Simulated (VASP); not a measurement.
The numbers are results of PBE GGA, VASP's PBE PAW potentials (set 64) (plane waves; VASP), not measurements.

The input files of a VASP run:

File KPOINTS:
```
Regular mesh
0
Gamma
 8 8 8
```

INCAR:
```
# general
SYSTEM  = Ni3Fe
PREC    = Accurate
ENCUT   = 400   # plane-wave cut-off (eV)
LREAL   = .False.   # projection in real space or not
LASPH   = .True.

# electronic loop
EDIFF   = 1E-6
NELM    = 100   # most electronic steps
ALGO    = Normal
IMIX    = 1
AMIX    = 0.1
BMIX    = 1.0
LMAXMIX = 4   # l cut-off of mixed one-centre charges

# smearing
ISMEAR  = 1   # Methfessel-Paxton
SIGMA   = 0.1

# functional
GGA     = PE   # PBE

# spin
ISPIN   = 2
MAGMOM  = 3.0 3*0.7

# ions
ISIF    = 2   # forces and stress, cell fixed

# output
LWAVE   = .False.
LCHARG  = .False.
LORBIT  = 10
```

File POSCAR:
```
Ni3Fe
1
    3.5514900000     0.0000000000     0.0000000000
    0.0000000000     3.5122190000     0.0000000000
    0.0000000000     0.0000000000     3.6151720000
Fe Ni
1 3
Direct
  0.0000000000   0.0000000000   0.0000000000
  0.0000000000   0.5000000000   0.5000000000
  0.5000000000   0.0000000000   0.5000000000
  0.5164130000   0.5000000000   0.0000000000
```

POTCAR, in this order: Fe Ni (PBE.64 set). Program: vasp_std.

Task: Estimate the energy per atom (σ→0), cell moment, pressure, largest force, band gap (on the k-mesh).

Result: 
```json
{
 "energy per atom (σ→0)": "-6.243 eV/atom",
 "cell_moment": "4.86 μB",
 "band gap (on the k-mesh)": "none (metal, semimetal or under 0.01 eV)",
 "pressure": "-22.4 kbar",
 "largest_force": "0.434 eV/Å"
}
```

OSZICAR:
```
...
DAV:  50    -0.249734447056E+02    0.45560E-05   -0.17832E-07  6646   0.481E-03    0.870E-02
DAV:  51    -0.249734411769E+02    0.35287E-05   -0.15830E-07  6648   0.451E-03    0.777E-02
DAV:  52    -0.249734384621E+02    0.27148E-05   -0.12140E-07  6650   0.401E-03    0.695E-02
DAV:  53    -0.249734363905E+02    0.20715E-05   -0.10864E-07  6648   0.376E-03    0.621E-02
DAV:  54    -0.249734348242E+02    0.15664E-05   -0.82095E-08  6650   0.332E-03    0.556E-02
DAV:  55    -0.249734336549E+02    0.11692E-05   -0.74191E-08  6650   0.311E-03    0.496E-02
DAV:  56    -0.249734327984E+02    0.85652E-06   -0.55256E-08  6650   0.274E-03
   1 F= -.24973433E+02 E0= -.24973070E+02  d E =-.108939E-02  mag=     4.8556
```

The compound is Ni3Fe in the L1_2 structure. The cell was not relaxed at this level, atoms are displaced from their ideal sites. The run is one of a series of settings (AMIX = 0.1, BMIX = 1.0, IMIX = 1 against the base run), some of them coarse on purpose.
